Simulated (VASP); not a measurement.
Data:

```
CELL_PARAMETERS angstrom
      0.00000     2.28735     2.28735
      2.28735     0.00000     2.28735
      2.28735     2.28735     0.00000
ATOMIC_POSITIONS crystal
  B  0.00000 0.00000 0.00000
  As 0.25000 0.25000 0.25000
```

All values below come from LDA (Ceperley-Alder, Perdew-Zunger), VASP's LDA PAW potentials (set 64) (plane waves; VASP). Run with 620 eV cut-off, 10×10×10 Γ-centred mesh, Gaussian smearing of 0.050 eV, potentials B As.

### Question
What does the run give for the energy per atom (σ→0), pressure?

### Answer

```json
{
  "energy per atom (σ→0)": "-616.2 kJ/mol of atoms",
  "pressure": "19.84 GPa"
}
```

Only differences to runs with the same potentials and settings are physical.

The compound is BAs in the zinc blende structure. It was relaxed first under an external pressure of 20 GPa.
